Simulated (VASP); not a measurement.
Here is the system:

```xyz
5
Lattice="4.8042 0.0000 0.0000 0.0000 4.8042 0.0000 0.0000 0.0000 4.8042" Properties=species:S:1:pos:R:3 pbc="T T T"
Ca     2.4021     0.0000     2.4021
Ca     0.0000     2.4021     2.4021
Ca     2.4021     2.4021     0.0000
Ge     0.0000     0.0000     0.0000
N      2.4021     2.4021     2.4021
```

Calculation: LDA (Ceperley-Alder, Perdew-Zunger), VASP's LDA PAW potentials (set 64) (plane waves; VASP). Numerical set-up: 400 eV cut-off, 7×7×7 Γ-centred mesh, Fermi-Dirac smearing of 0.10 eV, potentials Ca_sv Ge_d N.

At this cut-off the stress carries a Pulay error, which pulls relaxed volumes low.

Give the stress tensor in GPa (positive for a compressed cell).

```
-4.38   0.00   0.00
 0.00  -4.38   0.00
 0.00   0.00  -4.38
```
The pressure is its mean diagonal, -4.38 GPa.

The structure comes from a computed database's Ca3GeN entry; how it stands against other phases isn't given here. The cell was not relaxed at this level. The electron count is odd and the run is not spin-polarised, which forces a metal.
